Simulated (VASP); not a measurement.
# O on the Mg site in Mg (Magnesium), part 3 of 4

Wanted: what O on the Mg site costs in Mg (Magnesium) and how the lattice relaxes round it. The start is a cell from a database of measured crystal structures.

VASP 6.6.1, plane waves and PAW; the level of theory is named at each step.

So far. Step 3 (Relax the host again, on a new basis): The start already met the threshold, so nothing moved. Step 4 (The supercell without the defect): The host is treated as a metal, as its relaxation found a gap under 0.3 eV or none, and only the neutral defect is run.

## Step 5: Relaxing the atoms

This step: LDA, spin-polarised, with small moments to start from; plane waves and PAW (O) (VASP 6.6.1).

System of this step: O2. The cell holds 2 atoms: 2 O. Cell: a = 11.000 Å, b = 11.500 Å, c = 14.000 Å, α = 90.0°, β = 90.0°, γ = 90.0°. Vacuum lies along a, b and c.

The reference for O is the O2 molecule, relaxed in a box at the cutoff of the large cell.

File INCAR:

```
SYSTEM = O
PREC = Normal
ENCUT = 400
EDIFF = 1E-05
NELM = 120
ISMEAR = 0
SIGMA = 0.01
LREAL = Auto
ALGO = Fast
GGA = CA
NBANDS = 15
ISPIN = 2
MAGMOM = 1 1
LORBIT = 11
LWAVE = .FALSE.
LCHARG = .FALSE.
NCORE = 4
LASPH = .TRUE.
IBRION = 2
NSW = 20
ISIF = 2
EDIFFG = -0.03
POTIM = 0.4
MAXMIX = 40
ISYM = 0
```

File POSCAR:

```
O
1.0
   11.0000000000      0.0000000000      0.0000000000
    0.0000000000     11.5000000000      0.0000000000
    0.0000000000      0.0000000000     14.0000000000
O
2
Direct
    0.5000000000      0.5000000000      0.4567857100
    0.5000000000      0.5000000000      0.5432142900
```

File KPOINTS:

```
Automatic mesh
0
Gamma
1 1 1
0 0 0
```

PAW data sets: O (LDA family, release 64).

Run with:

```bash
$ mpirun -np 4 vasp_gam
```

What it wrote:

```text
[banner, memory and clock lines left out]
running    4 mpi-ranks, on    1 nodes
 distrk:  each k-point on    4 cores,    1 groups
 distr:  one band on    4 cores,    1 groups

 POSCAR found type information on POSCAR O
 POSCAR found :  1 types and       2 ions
|                                                                             |
|               ----> ADVICE to this user running VASP <----                  |
|                                                                             |
|     You have a (more or less) 'small supercell' and for smaller cells       |
|     it is recommended to use the reciprocal-space projection scheme!        |
|     The real-space optimization is not efficient for small cells and it     |
|     is also less accurate ...                                               |
|     Therefore, set LREAL=.FALSE. in the INCAR file.                         |
|                                                                             |

 LDA part: xc-table for (Slater(with rela. corr.)+CA(PZ))
 , standard interpolation
 POSCAR, INCAR and KPOINTS ok, starting setup
 FFT: planning ... GRIDC
 FFT: planning ... GRID_SOFT
 FFT: planning ... GRID
 WAVECAR not read
 entering main loop
       N       E                     dE             d eps       ncg     rms          rms(c)
DAV:   1     0.136216091349E+03    0.13622E+03   -0.24012E+03    76   0.336E+02
DAV:   2     0.428708690207E+02   -0.93345E+02   -0.89554E+02   105   0.709E+01
DAV:   3    -0.670613943451E+01   -0.49577E+02   -0.44650E+02   104   0.677E+01
DAV:   4    -0.104952037374E+02   -0.37891E+01   -0.37712E+01    74   0.230E+01
DAV:   5    -0.105534466459E+02   -0.58243E-01   -0.58215E-01    81   0.296E+00    0.647E+00
RMM:   6    -0.104284543568E+02    0.12499E+00   -0.67127E-01    60   0.515E+00    0.315E+00
RMM:   7    -0.104672968438E+02   -0.38842E-01   -0.16014E-01    60   0.258E+00    0.154E+00
RMM:   8    -0.104681724061E+02   -0.87556E-03   -0.15076E-01    61   0.220E+00    0.389E-01
RMM:   9    -0.104706013963E+02   -0.24290E-02   -0.93836E-03    62   0.574E-01    0.226E-01
RMM:  10    -0.104725040592E+02   -0.19027E-02   -0.33376E-03    60   0.388E-01    0.696E-02
RMM:  11    -0.104725482132E+02   -0.44154E-04   -0.39784E-04    60   0.119E-01    0.239E-02
RMM:  12    -0.104726562071E+02   -0.10799E-03   -0.18686E-04    62   0.703E-02    0.167E-02
RMM:  13    -0.104727657248E+02   -0.10952E-03   -0.32219E-05    58   0.313E-02    0.477E-03
RMM:  14    -0.104728425027E+02   -0.76778E-04   -0.98509E-06    49   0.150E-02    0.353E-03
RMM:  15    -0.104729586015E+02   -0.11610E-03   -0.71018E-06    48   0.114E-02    0.258E-03
RMM:  16    -0.104730201608E+02   -0.61559E-04   -0.53491E-06    46   0.821E-03    0.164E-03
RMM:  17    -0.104730641586E+02   -0.43998E-04   -0.32883E-06    45   0.656E-03    0.126E-03
RMM:  18    -0.104730954395E+02   -0.31281E-04   -0.19610E-06    44   0.493E-03    0.830E-04
RMM:  19    -0.104731110895E+02   -0.15650E-04   -0.10439E-06    42   0.383E-03    0.585E-04
RMM:  20    -0.104731282831E+02   -0.17194E-04   -0.10169E-06    43   0.408E-03    0.466E-04
RMM:  21    -0.104731380876E+02   -0.98045E-05   -0.91014E-07    44   0.366E-03
   1 F= -.10473138E+02 E0= -.10473138E+02  d E =-.104731E+02  mag=     2.0000
 curvature:   0.00 expect dE= 0.000E+00 dE for cont linesearch  0.000E+00
 trial: gam= 0.00000 g(F)=  0.768E-01 g(S)=  0.000E+00 ort = 0.000E+00 (trialstep = 0.100E+01)
 search vector abs. value=  0.768E-01
 bond charge predicted
       N       E                     dE             d eps       ncg     rms          rms(c)
DAV:   1    -0.103355678864E+02    0.13756E+00   -0.18114E+01    88   0.278E+01    0.166E+00
RMM:   2    -0.103291143871E+02    0.64535E-02   -0.23654E-01    60   0.345E+00    0.465E-01
RMM:   3    -0.103370614314E+02   -0.79470E-02   -0.25011E-02    60   0.114E+00    0.276E-01
RMM:   4    -0.103356240018E+02    0.14374E-02   -0.51963E-03    60   0.456E-01    0.946E-02
RMM:   5    -0.103381766018E+02   -0.25526E-02   -0.85382E-04    60   0.188E-01    0.447E-02
RMM:   6    -0.103389782757E+02   -0.80167E-03   -0.93596E-05    60   0.647E-02    0.243E-02
RMM:   7    -0.103395311692E+02   -0.55289E-03   -0.21482E-04    60   0.855E-02    0.231E-02
RMM:   8    -0.103397614788E+02   -0.23031E-03   -0.48793E-05    59   0.380E-02    0.887E-03
RMM:   9    -0.103398574012E+02   -0.95922E-04   -0.31253E-05    57   0.294E-02    0.525E-03
RMM:  10    -0.103399208067E+02   -0.63406E-04   -0.42170E-06    48   0.954E-03    0.305E-03
RMM:  11    -0.103399434445E+02   -0.22638E-04   -0.20691E-06    48   0.616E-03    0.103E-03
RMM:  12    -0.103399550321E+02   -0.11588E-04   -0.83824E-07    39   0.361E-03    0.795E-04
RMM:  13    -0.103399588933E+02   -0.38613E-05   -0.56286E-07    40   0.332E-03
   2 F= -.10339959E+02 E0= -.10339959E+02  d E =0.133179E+00  mag=     2.0000
 trial-energy change:    0.133179  1 .order    0.114609   -0.076795    0.306012
 step:   0.1612(harm=  0.2006)  dis= 0.00621  next Energy=   -10.479252 (dE=-0.611E-02)
 bond charge predicted
       N       E                     dE             d eps       ncg     rms          rms(c)
DAV:   1    -0.104665085103E+02   -0.12655E+00   -0.12502E+01    88   0.234E+01    0.131E+00
RMM:   2    -0.104769088894E+02   -0.10400E-01   -0.19555E-01    60   0.295E+00    0.210E-01
RMM:   3    -0.104786493454E+02   -0.17405E-02   -0.23475E-02    60   0.112E+00    0.534E-02
RMM:   4    -0.104791114605E+02   -0.46212E-03   -0.38810E-03    60   0.373E-01    0.667E-02
RMM:   5    -0.104791828593E+02   -0.71399E-04   -0.64703E-04    62   0.147E-01    0.591E-02
RMM:   6    -0.104791764892E+02    0.63701E-05   -0.14632E-04    60   0.663E-02    0.509E-02
RMM:   7    -0.104791555623E+02    0.20927E-04   -0.13176E-04    60   0.684E-02    0.185E-02
RMM:   8    -0.104791605429E+02   -0.49806E-05   -0.24177E-05    55   0.290E-02
   3 F= -.10479161E+02 E0= -.10479161E+02  d E =-.602246E-02  mag=     2.0000
 curvature:  -0.10 expect dE=-0.563E-05 dE for cont linesearch -0.563E-05
 trial: gam= 0.00000 g(F)=  0.563E-04 g(S)=  0.000E+00 ort =-0.208E-02 (trialstep = 0.832E+00)
 search vector abs. value=  0.563E-04
 reached required accuracy - stopping structural energy minimisation
```

Wall time 19 s (4 MPI ranks of Intel Xeon Platinum 8259CL at 2.50GHz (Skylake/Cascade Lake), shared host); peak memory 0.83 GiB; 61 s of CPU time.

OUTCAR, selected parts (step 5):

```text
   k-points           NKPTS =      1   k-points in BZ     NKDIM =      1   number of bands    NBANDS=     15

   ENCUT  =  400.0 eV  29.40 Ry    5.42 a.u.  17.94 18.75 22.83*2*pi/ulx,y,z

   NELECT =      12.0000    total number of electrons

 E-fermi :  -6.8879

 spin component 1
 k-point     1 :       0.0000    0.0000    0.0000
  band No.  band energies     occupation
    ...
      3     -13.6976      1.00000
      4     -13.5532      1.00000
      5     -13.5520      1.00000
      6      -6.9600      1.00000
      7      -6.9584      1.00000
      8      -0.2228      0.00000
      9       0.4860      0.00000
     10       0.5587      0.00000
     11       0.9091      0.00000
     12       1.0005      0.00000
    ...

 spin component 2
 k-point     1 :       0.0000    0.0000    0.0000
  band No.  band energies     occupation
      1     -31.5481      1.00000
      2     -18.7064      1.00000
      3     -12.6117      1.00000
      4     -11.9105      1.00000
      5     -11.9095      1.00000
      6      -5.0027      0.00000
      7      -5.0014      0.00000
      8      -0.1871      0.00000
      9       0.5501      0.00000
     10       0.5867      0.00000
    ...

  Total       -1.4971795     -1.4479178     -1.1375735      0.0000176     -0.0000073     -0.0000425
  in kB       -1.3544591     -1.3098933     -1.0291329      0.0000159     -0.0000066     -0.0000384
  external PRESSURE =      -1.2311618 kB  Pullay stress =       0.0000000 kB

 POSITION                                       TOTAL-FORCE (eV/Angst)
 -----------------------------------------------------------------------------------
      5.50000      5.75000      6.38879         0.000005      0.000001      0.027002
      5.50000      5.75000      7.61121        -0.000005     -0.000001     -0.027002
 -----------------------------------------------------------------------------------
    total drift:                               -0.000020     -0.000049     -0.000184

  FREE ENERGIE OF THE ION-ELECTRON SYSTEM (eV)
  ---------------------------------------------------
  free  energy   TOTEN  =       -10.4791605429 eV

  energy  without entropy=      -10.4791605429  energy(sigma->0) =      -10.47916054

 magnetization (x)
# of ion       s       p       d       tot
------------------------------------------
    1        0.008   0.803   0.000   0.811
    2        0.008   0.803   0.000   0.811
--------------------------------------------------
tot          0.016   1.606   0.000   1.622

[... 1 part as in an earlier step ...]

[... 7 further parts left out ...]
```

The steps of the relaxation:

```csv
step,energy less that of the first step (eV),largest force (eV/Å)
1,0.0000,0.9974
2,0.1332,3.9746
3,-0.0060,0.0270
```

The relaxed structure:

```xyz
2
Lattice="11.0000 0.0000 0.0000 0.0000 11.5000 0.0000 0.0000 0.0000 14.0000" Properties=species:S:1:pos:R:3
O     5.5000    5.7500    6.3888
O     5.5000    5.7500    7.6112
```

Numbers from this step:

```yaml
electronic_cycles: 42
electrons: 12
free_energy_toten: -10.48 eV
moment_of_the_cell_from_the_last_line_of_the_log: 2 μB
gap_between_the_highest_filled_and_lowest_empty_level: 1.956 eV
```

Spin moment in the PAW sphere by atom:

```csv
atom,spin moment in the PAW sphere (μB)
O1,0.811
O2,0.811
```

The run ended after 3 ionic steps, 0.006 eV below its first step, once the forces on the free atoms met EDIFFG = -0.03.

Energy at zero smearing: -10.47916 eV.

(Continued in part 4 of 4.)

[Lines on the potential files, build, host, timing and source positions are cut from VASP's logs without a mark.]

[Logs are printed without paths, hosts, clocks, repeated set-up lines and the standing remarks that a program may print on its own settings, such as how far it seeks lower states.]

[Hosts, paths, dates, database ids (printed as entryN), source tags and the programs' standing remarks are cut or masked in the printed files.]

[In band tables of VASP the shares of atoms and orbitals are scaled to a sum of 1 inside the atoms' spheres.]

[Runs that stopped without an error message from VASP are left out.]
